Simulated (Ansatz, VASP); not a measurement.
## H3C2N (liquid acetonitrile at 300 K): VASP beside Ansatz

Wanted: the spread between two codes on one cell, functional and k mesh. The cell is taken from a series of runs on this material, whose earlier steps may have relaxed, scaled, displaced or heated it; both programs get it as it stands.

Program: Ansatz 0.2.0. Level of theory: plane waves, with VASP 6.6.1 beside it; single point at PBE with D3(BJ). Results are calculated unless marked as measured.

## 1. The starting structure

The cell holds 138 atoms: 46 C, 23 N and 69 H. Cell: a = 11.803 Å, b = 11.277 Å, c = 12.235 Å, α = 87.6°, β = 92.0°, γ = 92.0°. As first built, before any earlier steps moved the atoms (in the runner's words): 23 acetonitrile placed at random, at 0.78 g/cm^3; overlaps pushed apart, then 10 ps at 450 K with MMFF94 bonds, angles, torsions, charges and radii (Halgren, J. Comput. Chem. 17, 490 (1996)) in harmonic and 12-6 forms. Snapshot after 20 ps at 300 K and fixed volume.

## 2. Ansatz: single point, PBE with D3(BJ)

Ansatz runs on its default PAW (the set named soft_2) files.

A single point gives forces, pressure and levels at one fixed geometry, so differences don't come from the geometry; what else differs is listed under the comparison.

input.yaml

```yaml
crystal:
  lattice:
    - [11.79897, -0.19803, -0.21263]
    - [-0.19803, 11.27273, 0.24464]
    - [-0.21263, 0.24464, 12.23038]
  atoms:
    - { symbol: C, position: [0.22533, 0.43967, 0.10251] }
    - { symbol: C, position: [0.23418, 0.32722, 0.05137] }
    - { symbol: "N", position: [0.24272, 0.23684, 0.01059] }
    - { symbol: H, position: [0.30205, 0.45886, 0.15303] }
    - { symbol: H, position: [0.21508, 0.51128, 0.03991] }
    - { symbol: H, position: [0.15071, 0.43746, 0.1537] }
    - { symbol: C, position: [0.70933, 0.00586, 0.92471] }
    - { symbol: C, position: [0.70173, 0.91516, 0.84443] }
    - { symbol: "N", position: [0.69646, 0.84233, 0.77976] }
    - { symbol: H, position: [0.6368, 0.99772, 0.97862] }
    - { symbol: H, position: [0.78801, 0.99628, 0.9743] }
    - { symbol: H, position: [0.71075, 0.09395, 0.88311] }
    - { symbol: C, position: [0.70722, 0.54135, 0.2444] }
    - { symbol: C, position: [0.5858, 0.52062, 0.24338] }
    - { symbol: "N", position: [0.48787, 0.50481, 0.24236] }
    - { symbol: H, position: [0.74959, 0.45638, 0.25312] }
    - { symbol: H, position: [0.73273, 0.58899, 0.16867] }
    - { symbol: H, position: [0.73325, 0.59544, 0.31405] }
    - { symbol: C, position: [0.79453, 0.97051, 0.24987] }
    - { symbol: C, position: [0.73472, 0.88498, 0.32026] }
    - { symbol: "N", position: [0.68729, 0.81718, 0.37803] }
    - { symbol: H, position: [0.83028, 0.92527, 0.18192] }
    - { symbol: H, position: [0.73541, 0.0367, 0.2162] }
    - { symbol: H, position: [0.86241, 0.01468, 0.29845] }
    - { symbol: C, position: [0.81672, 0.45493, 0.79667] }
    - { symbol: C, position: [0.91927, 0.43825, 0.86289] }
    - { symbol: "N", position: [0.00258, 0.42533, 0.91502] }
    - { symbol: H, position: [0.78849, 0.36949, 0.76317] }
    - { symbol: H, position: [0.74938, 0.48734, 0.84601] }
    - { symbol: H, position: [0.83426, 0.51873, 0.72867] }
    - { symbol: C, position: [0.01592, 0.6842, 0.38009] }
    - { symbol: C, position: [0.00166, 0.5956, 0.2983] }
    - { symbol: "N", position: [0.9901, 0.52355, 0.23335] }
    - { symbol: H, position: [0.94738, 0.74749, 0.37068] }
    - { symbol: H, position: [0.01267, 0.64042, 0.46192] }
    - { symbol: H, position: [0.0985, 0.73102, 0.3727] }
    - { symbol: C, position: [0.22111, 0.55516, 0.76833] }
    - { symbol: C, position: [0.12945, 0.53986, 0.68795] }
    - { symbol: "N", position: [0.05525, 0.5276, 0.62405] }
    - { symbol: H, position: [0.23601, 0.65023, 0.78141] }
    - { symbol: H, position: [0.19719, 0.50903, 0.84532] }
    - { symbol: H, position: [0.29867, 0.51731, 0.73999] }
    - { symbol: C, position: [0.2366, 0.06573, 0.56174] }
    - { symbol: C, position: [0.32106, 0.05498, 0.48036] }
    - { symbol: "N", position: [0.38845, 0.04625, 0.4144] }
    - { symbol: H, position: [0.23723, 0.98787, 0.6187] }
    - { symbol: H, position: [0.25595, 0.14657, 0.60679] }
    - { symbol: H, position: [0.15212, 0.07117, 0.52152] }
    - { symbol: C, position: [0.01416, 0.71518, 0.00026] }
    - { symbol: C, position: [0.90059, 0.73433, 0.03449] }
    - { symbol: "N", position: [0.80901, 0.74919, 0.06184] }
    - { symbol: H, position: [0.0335, 0.77409, 0.92925] }
    - { symbol: H, position: [0.07623, 0.73275, 0.06719] }
    - { symbol: H, position: [0.0205, 0.62224, 0.9784] }
    - { symbol: C, position: [0.46941, 0.25325, 0.83971] }
    - { symbol: C, position: [0.46351, 0.13938, 0.78942] }
    - { symbol: "N", position: [0.45752, 0.04739, 0.74967] }
    - { symbol: H, position: [0.4007, 0.25636, 0.89775] }
    - { symbol: H, position: [0.55099, 0.26706, 0.88428] }
    - { symbol: H, position: [0.45808, 0.3244, 0.7768] }
    - { symbol: C, position: [0.92725, 0.81629, 0.6287] }
    - { symbol: C, position: [0.94412, 0.91218, 0.54819] }
    - { symbol: "N", position: [0.95879, 0.98915, 0.48336] }
    - { symbol: H, position: [0.86156, 0.8384, 0.68529] }
    - { symbol: H, position: [0.89827, 0.73499, 0.58814] }
    - { symbol: H, position: [0.00757, 0.80088, 0.67439] }
    - { symbol: C, position: [0.49309, 0.21544, 0.2069] }
    - { symbol: C, position: [0.50175, 0.10278, 0.15612] }
    - { symbol: "N", position: [0.50985, 0.0124, 0.11518] }
    - { symbol: H, position: [0.41664, 0.21432, 0.25536] }
    - { symbol: H, position: [0.56763, 0.23146, 0.26135] }
    - { symbol: H, position: [0.48993, 0.28717, 0.14371] }
    - { symbol: C, position: [0.60015, 0.44073, 0.56601] }
    - { symbol: C, position: [0.69983, 0.51321, 0.53934] }
    - { symbol: "N", position: [0.78033, 0.57068, 0.51841] }
    - { symbol: H, position: [0.54176, 0.43596, 0.49455] }
    - { symbol: H, position: [0.62511, 0.35034, 0.59031] }
    - { symbol: H, position: [0.55683, 0.47796, 0.63408] }
    - { symbol: C, position: [0.64963, 0.04973, 0.55214] }
    - { symbol: C, position: [0.71716, 0.12061, 0.6273] }
    - { symbol: "N", position: [0.77028, 0.17916, 0.68761] }
    - { symbol: H, position: [0.68754, 0.96327, 0.54422] }
    - { symbol: H, position: [0.56393, 0.03616, 0.58309] }
    - { symbol: H, position: [0.64496, 0.09596, 0.4715] }
    - { symbol: C, position: [0.53072, 0.69025, 0.98688] }
    - { symbol: C, position: [0.52287, 0.61487, 0.89378] }
    - { symbol: "N", position: [0.51585, 0.55434, 0.8191] }
    - { symbol: H, position: [0.48805, 0.64617, 0.05658] }
    - { symbol: H, position: [0.62019, 0.70943, 0.01002] }
    - { symbol: H, position: [0.49032, 0.77475, 0.96597] }
    - { symbol: C, position: [0.14343, 0.01278, 0.23565] }
    - { symbol: C, position: [0.13722, 0.1337, 0.26944] }
    - { symbol: "N", position: [0.13205, 0.23063, 0.2969] }
    - { symbol: H, position: [0.10816, 0.95173, 0.29892] }
    - { symbol: H, position: [0.09544, 0.00184, 0.15786] }
    - { symbol: H, position: [0.23224, 0.99165, 0.2252] }
    - { symbol: C, position: [0.29039, 0.94383, 0.95815] }
    - { symbol: C, position: [0.2316, 0.8991, 0.86199] }
    - { symbol: "N", position: [0.18294, 0.8624, 0.78557] }
    - { symbol: H, position: [0.26336, 0.03381, 0.97346] }
    - { symbol: H, position: [0.27208, 0.88491, 0.02952] }
    - { symbol: H, position: [0.38209, 0.94857, 0.94666] }
    - { symbol: C, position: [0.47446, 0.77627, 0.61185] }
    - { symbol: C, position: [0.36383, 0.75776, 0.55914] }
    - { symbol: "N", position: [0.27538, 0.74332, 0.51593] }
    - { symbol: H, position: [0.49464, 0.70063, 0.66769] }
    - { symbol: H, position: [0.53985, 0.78614, 0.55008] }
    - { symbol: H, position: [0.4756, 0.85664, 0.6597] }
    - { symbol: C, position: [0.4325, 0.78996, 0.28548] }
    - { symbol: C, position: [0.32713, 0.75813, 0.2287] }
    - { symbol: "N", position: [0.24267, 0.7348, 0.18128] }
    - { symbol: H, position: [0.46058, 0.71577, 0.33908] }
    - { symbol: H, position: [0.4978, 0.81247, 0.22589] }
    - { symbol: H, position: [0.42161, 0.86833, 0.33402] }
    - { symbol: C, position: [0.89456, 0.26879, 0.12601] }
    - { symbol: C, position: [0.78717, 0.28707, 0.06799] }
    - { symbol: "N", position: [0.70064, 0.30201, 0.02187] }
    - { symbol: H, position: [0.88038, 0.21657, 0.20214] }
    - { symbol: H, position: [0.95145, 0.22177, 0.07516] }
    - { symbol: H, position: [0.93438, 0.35472, 0.14706] }
    - { symbol: C, position: [0.26171, 0.46673, 0.41649] }
    - { symbol: C, position: [0.29788, 0.40226, 0.51558] }
    - { symbol: "N", position: [0.32759, 0.35133, 0.59554] }
    - { symbol: H, position: [0.19378, 0.41578, 0.37417] }
    - { symbol: H, position: [0.23211, 0.55388, 0.43743] }
    - { symbol: H, position: [0.33313, 0.47983, 0.36148] }
    - { symbol: C, position: [0.93949, 0.30498, 0.47746] }
    - { symbol: C, position: [0.83323, 0.28154, 0.41877] }
    - { symbol: "N", position: [0.74825, 0.26227, 0.37065] }
    - { symbol: H, position: [0.94015, 0.39241, 0.51378] }
    - { symbol: H, position: [0.95114, 0.23606, 0.54242] }
    - { symbol: H, position: [0.00928, 0.30189, 0.42068] }
    - { symbol: C, position: [0.03974, 0.14419, 0.80442] }
    - { symbol: C, position: [0.01663, 0.07683, 0.90487] }
    - { symbol: "N", position: [0.99731, 0.02303, 0.98558] }
    - { symbol: H, position: [0.08927, 0.09079, 0.75174] }
    - { symbol: H, position: [0.95925, 0.16669, 0.76176] }
    - { symbol: H, position: [0.08783, 0.22613, 0.82377] }
kpoints:
  mp_grid: { grid: [1, 1, 1] }
hamiltonian:
  xc: pbe
  dispersion: d3bj
scf:
  occupations: { method: fixed }
output:
  forces: true
  stress: true
  populations: intrinsic
  dos:
    method: { smearing: { sigma: 0.15 } }
    de: 0.1
    projected: { site_lists: { C: [C], H: [H], "N": ["N"] } }
  eigenvalues: true
  write_density: true
  write_potential: true
  volumetric_format: npy
```

On the command line:

```sh
> ansatz run input.yaml --threads 4 --pin off --max-ram 8192MiB --backend cpu --events-out ev --progress --plain --runs-dir out
```

Numbers of over 12 decimals in the logs are rounded to 6 here.

The program printed:

```text
Engine: ansatz 0.2.0, aarch64-unknown-linux-gnu
Pseudopotentials: kind: paw
Pseudopotential: C, paw, valence charge 4, recommended cutoff 420 eV (normal), C.paw.azcp
Pseudopotential: N, paw, valence charge 5, recommended cutoff 420 eV (normal), N.paw.azcp
Pseudopotential: H, paw, valence charge 1, recommended cutoff 420 eV (normal), H.paw.azcp
Functional definition: PBE
  parameter kappa = 0.804
  parameter beta = 0.066725
  exchange = pbe_x(kappa = kappa, mu = beta*pi^2/3)
  correlation = pbe_c(beta = beta)
Crystal: 138 atoms, lattice volume = 1625.046 Å³
Basis set: ecut = 420 eV, 31757 PW (Γ), exchange–correlation on 160×160×180 points (8 copies of the dense FFT grid, shifted against one another)
Bands: 322, of which v1, the nominal top of the filled ones, is band 184 counted from 1 (183 counted from 0)
Symmetry: 1 space group operations
Space group: P1 (ITA 1), of the structure as read, at distance tolerance 1.2e-4 Å
k-points: 1
Non-local potential: C, projectors of the file, l = 0: 2, l = 1: 2, l = 2: 1
Non-local potential: N, projectors of the file, l = 0: 2, l = 1: 2, l = 2: 1
Non-local potential: H, projectors of the file, l = 0: 2, l = 1: 1
PAW form: soft (Blöchl's): semilocal exchange-correlation on the pseudo side does not see the compensation charge
PAW one-centre angular grid: C, 110 points (default); XC on 64 Gauss nodes
PAW one-centre angular grid: N, 110 points (default); XC on 64 Gauss nodes
PAW one-centre angular grid: H, 110 points (default); XC on 64 Gauss nodes
Initial density: superposition of atomic densities (neutral atoms: chi_scale 0, normalization atom), corrected by the library's trained network
Initial wavefunctions: pseudopotential atomic-orbital guess
Functional: x = pbe(κ = 0.804, μ = 0.219515), c = pbe(β = 0.066725)
SCF iter   1: F=—  HF=-21477.864534 eV  |F-HF|=—  |Δ(HF+E_count)|=         —  Δρ=3.47e-3  dr2=2.72e-1  ethr=1.77e-3  ⟨swp⟩=5.0  Hψ=1114  notcnv=0  defer=129
preconditioner: auto → Resta (q_TF=auto, 2.130 Å⁻¹)  ε∞=2.5  [insulator: Δε(μ)=6.707 eV  Ē_g=14.578 eV  n_scr=260 (ndim 8)  ℏωp=17.7 eV  f_vac=0.159  ε∞_Penn≈2.5]
SCF iter   2: F=—  HF=-21477.907449 eV  |F-HF|=—  |Δ(HF+E_count)|=   4.29e-2  Δρ=2.23e-3  dr2=7.66e-2  ethr=7.40e-5  ⟨swp⟩=2.0  Hψ=552  notcnv=0  defer=135
SCF iter   3: F=—  HF=-21477.912853 eV  |F-HF|=—  |Δ(HF+E_count)|=   5.40e-3  Δρ=8.64e-4  dr2=1.73e-2  ethr=2.08e-5  ⟨swp⟩=2.0  Hψ=382  notcnv=0  defer=136
SCF iter   4: F=—  HF=-21477.923072 eV  |F-HF|=—  |Δ(HF+E_count)|=   1.02e-2  Δρ=3.05e-4  dr2=2.50e-3  ethr=4.69e-6  ⟨swp⟩=4.0  Hψ=377  notcnv=0  defer=136
SCF iter   5: F=—  HF=-21477.923897 eV  |F-HF|=—  |Δ(HF+E_count)|=   8.25e-4  Δρ=1.16e-4  dr2=3.36e-4  ethr=6.78e-7  ⟨swp⟩=2.0  Hψ=379  notcnv=0  defer=136
SCF iter   6: F=—  HF=-21477.923883 eV  |F-HF|=—  |Δ(HF+E_count)|=   1.32e-5  Δρ=8.02e-5  dr2=1.28e-4  ethr=9.13e-8  ⟨swp⟩=2.0  Hψ=381  notcnv=0  defer=136
SCF iter   7: F=—  HF=-21477.923873 eV  |F-HF|=—  |Δ(HF+E_count)|=   1.07e-5  Δρ=1.67e-5  dr2=4.87e-6  ethr=3.49e-8  ⟨swp⟩=2.0  Hψ=372  notcnv=0  defer=134
SCF iter   8: F=—  HF=-21477.924269 eV  |F-HF|=—  |Δ(HF+E_count)|=   3.96e-4  Δρ=7.24e-6  dr2=1.06e-6  ethr=1.32e-9  ⟨swp⟩=2.0  Hψ=506  notcnv=0  defer=134
SCF iter   9: F=—  HF=-21477.924269 eV  |F-HF|=—  |Δ(HF+E_count)|=   1.56e-7  Δρ=4.43e-6  dr2=3.80e-7  ethr=2.89e-10  ⟨swp⟩=2.0  Hψ=381  notcnv=0  defer=134
SCF iter  10: F=-21477.924269 eV  HF=-21477.924269 eV  |F-HF|=1.73e-8  |Δ(HF+E_count)|=  6.55e-10  Δρ=1.01e-6  dr2=1.84e-8  ethr=2.72e-11  ⟨swp⟩=18.0  Hψ=2896  notcnv=0
SCF 1 converged in 10 iterations: F = -21477.924269 eV  dr2 = 1.84e-8
  greatest PAW one-centre occupation: 0.840 electrons in one spin orbital (limit 2), on the N atom at site 74 (counted from 0), in its partial waves of l = 0
SCF converged after 10 iterations
Free energy (F): -21477.924269 eV
Harris-Foulkes:  -21477.924269 eV  (|F-HF|=1.73e-8)
Internal energy: -21477.924269 eV  (E = F + TS)
E sigma→0 (E₀):  -21477.924269 eV
Fermi energy:    -2.905305 eV
--- Per-component energies (eV) ---
  E_band       = -2899.605631
  E_kinetic    = 7989.294872
  E_local      = -20555.768994  (includes V_loc(G=0)·N_el)
  E_nonlocal   = 2484.102505
  E_hartree    = 6590.084266
  E_xc         = -4143.042726
  E_vxc        = -5191.529445  (∫ρ·V_xc dr)
  E_paw        = -7539.649282  (= ΣΔE_a)
  E_vpaw       = -805.783300  (= ΣTr[D̂ρ^β])
  E_aug_tail   = -0.090222  (compensation charges beyond the density's cutoff)
  E_ewald      = -6295.295293
  E_disp       = -7.559397  (pairwise vdW)
  E_smearing   = -0.000000  (= −TS)
  E_closure    = 0.000000  (closes the sum)
  Σ components = -21477.924269   (vs F -21477.924269, Δ=0.00e0)
--- Forces (eV/Å), atoms counted from 1 ---
  atom   1  C     -0.00919688    -0.00773656    -0.00244986
  atom   2  C     -0.00506098     0.00211852     0.00095993
  atom   3  N      0.00596575     0.00063877    -0.00139804
[...]
atom  97  C     -0.00359961     0.00388964    -0.00837186
  atom  98  C      0.00741164     0.00660080     0.00449517
  atom  99  N     -0.00438055    -0.00423305    -0.00123354
  atom 100  H     -0.00141540    -0.00035935     0.00035945
  atom 101  H     -0.00247552    -0.00227704     0.00347589
  atom 102  H      0.00246437    -0.00173987    -0.00099726
  atom 103  C     -0.00785421     0.00452590    -0.00535036
  atom 104  C      0.00676415    -0.00300172     0.00350445
  atom 105  N      0.00266652     0.00276159     0.00036250
  atom 106  H      0.00006859    -0.00179803     0.00158682
  atom 107  H     -0.00084017     0.00016832    -0.00048518
  atom 108  H     -0.00114176    -0.00052065    -0.00091392
  atom 109  C      0.00471461    -0.00026078     0.00461081
  atom 110  C     -0.00962736    -0.00215476    -0.00083776
  atom 111  N      0.00865075     0.00460314     0.00367221
  atom 112  H     -0.00200253     0.00036874    -0.00222939
  atom 113  H      0.00211795     0.00188583    -0.00094621
  atom 114  H     -0.00032342    -0.00260684    -0.00411336
  atom 115  C     -0.00873612     0.00472981    -0.00016863
  atom 116  C     -0.00116696    -0.00606615    -0.00151781
  atom 117  N      0.00895715    -0.00053964     0.00386377
[...]
atom 131  H      0.00096832     0.00073580     0.00280307
  atom 132  H      0.00126697     0.00306191    -0.00066878
  atom 133  C     -0.00402644     0.00183289     0.00321422
  atom 134  C     -0.00301441     0.00337896     0.00540116
  atom 135  N      0.00272322    -0.00048119    -0.00431750
  atom 136  H      0.00008628    -0.00011187    -0.00232046
  atom 137  H      0.00096394    -0.00003934    -0.00170186
  atom 138  H      0.00201099    -0.00044040    -0.00027267
  max |Σ_I F_I| component: 1.43e-4 eV/Å
--- Stress (GPa, compression-positive) ---
       -0.012918       0.003892      -0.007627
        0.003893      -0.023232       0.008073
       -0.007627       0.008073      -0.009303
  P = ⅓ Tr σ = -0.0152 GPa (-0.152 kbar)
--- Band table (eV) ---
  k-point 0: bands = [... 180 lower, -3.0096, -2.9820, -2.9584, -2.9053, 3.7522, 3.7963, 3.8198, 3.8412, ... 134 higher]
--- intrinsic populations: 138 sites ---
  site symbol       q [e]
     0      C      4.5622
     1      C      3.8035
     2      N      5.3089
     3      H      0.7731
     4      H      0.7842
     5      H      0.7630
     6      C      4.5702
     7      C      3.8167
     8      N      5.3008
     9      H      0.7743
    10      H      0.7765
    11      H      0.7754
    12      C      4.5681
    13      C      3.8052
    14      N      5.3144
    15      H      0.7707
    16      H      0.7698
    17      H      0.7643
    18      C      4.5703
    19      C      3.8200
    20      N      5.2892
    21      H      0.7711
    22      H      0.7762
    23      H      0.7752
[...]
130      H      0.7749
   131      H      0.7709
   132      C      4.5735
   133      C      3.8065
   134      N      5.3015
   135      H      0.7784
   136      H      0.7682
   137      H      0.7615
  spilling = 0.000000 (of n_electrons = 368.000000)
```

[end of part 1 of 2]

[Lines on the potential files, build, host, timing and source positions are cut from VASP's logs without a mark.]

[Logs are printed without paths, hosts, clocks, repeated set-up lines and the standing remarks that a program may print on its own settings, such as how far it seeks lower states.]

[Hosts, paths, dates, database ids (printed as entryN), source tags and the programs' standing remarks are cut or masked in the printed files.]

[The MMFF94 radii named for the starting cell were scaled by 0.96; in molecules described by MMFF94, hydrogen bound to N, O or S took a small fixed 12-6 site in their place.]
